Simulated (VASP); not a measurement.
Method: revPBE GGA, VASP's PBE PAW potentials (set 64) (plane waves; VASP).

Input for VASP

**INCAR**
```
SYSTEM = CsCl
PREC = Accurate; ENCUT = 520; LREAL = .False.
LASPH = .True.
EDIFF = 1E-6; NELM = 100; ALGO = Normal
LMAXMIX = 4
ISMEAR = 0; SIGMA = 0.05
GGA = RE
IBRION = 2; NSW = 60; ISIF = 3
EDIFFG = -0.01
LWAVE = .False.; LCHARG = .False.
```

### KPOINTS
```
Automatic mesh
0
Gamma
6 6 6
0 0 0
```

File POSCAR:
```
CsCl
1.0
  4.3411149253   0.0000000000   0.0000000000
  0.0000000000   4.3411149253   0.0000000000
  0.0000000000   0.0000000000   4.3411149253
Cs Cl
1 1
direct
  0.0000000000   0.0000000000   0.0000000000
  0.5000000000   0.5000000000   0.5000000000
```

POTCAR, in this order: Cs_sv Cl (PBE.64 set). Program: vasp_std.

### Question
What will the output report for the number of irreducible k-points (NKPTS), largest plane-wave count, number of space-group operations, FFT grid (NGX, NGY, NGZ)?

### Answer

- number of irreducible k-points (NKPTS) = 20
- largest plane-wave count = 2272
- number of space-group operations = 48
- FFT grid (NGX, NGY, NGZ) = 32 × 32 × 32

The compound is CsCl in the CsCl type structure. It was relaxed first, which changed the volume by +17 %. The start is the result of an earlier pass.
